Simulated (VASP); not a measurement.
LaTl: single point with LDA

Crystal: LaTl.

```xyz
2
Lattice="3.8785 0.0000 0.0000 0.0000 3.8785 0.0000 0.0000 0.0000 3.8785" Properties=species:S:1:pos:R:3 pbc="T T T"
La    0.0000    0.0000    0.0000
Tl    1.9392    1.9392    1.9392
```

The cell isn't the ideal one: relaxed again under DFT LDA, scalar-relativistic, plane waves, PAW.

```json
{"Program": "VASP 6.6.1", "Task": "single point", "Functional": "LDA", "Potentials or basis": "VASP PAW LDA potentials, release 64 (La, Tl_d)", "Cutoff": "520 eV", "k mesh": "10 × 10 × 10", "Occupations": "gaussian, width 0.1 eV", "Spin": "no spin polarisation"}
```

The pressure is 0.0 GPa. The band gap on the k mesh is none (metal or under the smearing width).

Levels at points of the mesh, in eV from the Fermi level:
```csv
k point,band 10,band 11,band 12,band 13,band 14,band 15
"(0.00, 0.00, 0.00)",-8.15,-0.27,-0.27,1.42,1.42,1.42
"(0.50, 0.00, 0.00)",-6.05,-3.18,-0.07,0.56,0.56,1.51
"(0.50, 0.50, 0.00)",-6.42,-0.37,-0.37,0.31,1.43,1.65
"(0.50, 0.50, 0.50)",-4.72,-2.56,-2.56,-2.56,1.72,1.72
```

Wall time 38 s on 1 thread of Intel(R) Xeon(R) Platinum 8488C (Sapphire Rapids), with other jobs on the host, peak memory 0.2 GiB.

Spin-orbit coupling is left out, which matters for the levels of La, Tl.
